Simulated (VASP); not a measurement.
Here is the system:

```
CELL_PARAMETERS angstrom
      0.00000     2.80061     2.80061
      2.80061     0.00000     2.80061
      2.80061     2.80061     0.00000
ATOMIC_POSITIONS crystal
  Mg 0.00000 0.00000 0.00000
  Se 0.50000 0.50000 0.50000
```

All values below come from TPSS meta-GGA, VASP's PBE PAW potentials (set 64) (plane waves; VASP). Settings: 520 eV cut-off, 8×8×8 Γ-centred mesh, Gaussian smearing of 0.050 eV, potentials Mg Se.

Estimate the energy per atom (σ→0), pressure, band gap (on the k-mesh) with the smallest direct gap where there is one.

```json
{
 "band gap (on the k-mesh)": "1.95 eV",
 "smallest direct gap (on the k-mesh)": "2.39 eV",
 "energy per atom (σ→0)": "-9.870 eV/atom",
 "pressure": "-3.34 GPa"
}
```

Only differences to runs with the same potentials and settings are physical.

The compound is MgSe in the rock salt structure. This cell is one point of a volume scan, at 1.06 of the reference volume.
